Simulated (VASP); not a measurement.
Wanted: the native input for a VASP 6.6.1 run.

```yaml
Task: single point
Functional: PBE
Potentials_or_basis: VASP PAW PBE potentials, release 64 (B, H, Pt)
Cutoff: 520 eV
k_mesh: 6 × 6 × 6
Occupations: gaussian, width 0.1 eV
Spin: no spin polarisation
Dipole_correction: no
Further_INCAR_settings: ALGO = Normal; EDIFF = 1e-06; NBANDS = 18
```

The structure of BH4Pt lies in POSCAR:

```
BH4Pt
1.0
    0.0000000000      2.9429808700      2.9429808700
    2.9429808700      0.0000000000      2.9429808700
    2.9429808700      2.9429808700      0.0000000000
B H Pt
1 4 1
Direct
    0.0000000000      0.0000000000      0.0000000000
    0.6251253300      0.1246240000      0.6251253300
    0.6251253300      0.6251253300      0.1246240000
    0.6251253300      0.6251253300      0.6251253300
    0.1246240000      0.6251253300      0.6251253300
    0.2500000000      0.2500000000      0.2500000000
```

The cell was built by a generator and needn't be a form met in nature.

The cell isn't the ideal one: species swapped into the CeYCo4 type (F-43m, No. 216).

These files were run (other wordings do the same):

INCAR

```
SYSTEM = BH4Pt
ALGO = Normal ; EDIFF = 1E-6
ENCUT = 520 ; GGA = PE
ISIF = 2 ; ISMEAR = 0
LASPH = .TRUE. ; LCHARG = .TRUE.
LELF = .TRUE. ; LREAL = .FALSE.
LVHAR = .TRUE. ; LWAVE = .FALSE.
NBANDS = 18 ; NELM = 100
PREC = Accurate ; SIGMA = 0.1
```

KPOINTS

```
k-points
0
G
  6 6 6
  0 0 0
```

Potentials or basis: VASP PAW PBE potentials, release 64 (B, H, Pt).

Launch:

```bash
$ cat potpaw_PBE.64/B/POTCAR potpaw_PBE.64/H/POTCAR potpaw_PBE.64/Pt/POTCAR > POTCAR
$ mpirun -np 1 vasp_std > vasp.out
```

It gave:

* Pressure: -28.2 GPa
* Largest force: 0.076 eV/Å
* Band gap on the k mesh: none (metal or under the smearing width)

Caveat: a pressure of tens of GPa on the cell as given is suspect, and the run, the potentials or the cell itself is likely at fault.

Wall time 12 s on 1 thread of AMD EPYC 9R45 (Zen 5), on a shared host, peak memory 0.15 GiB.
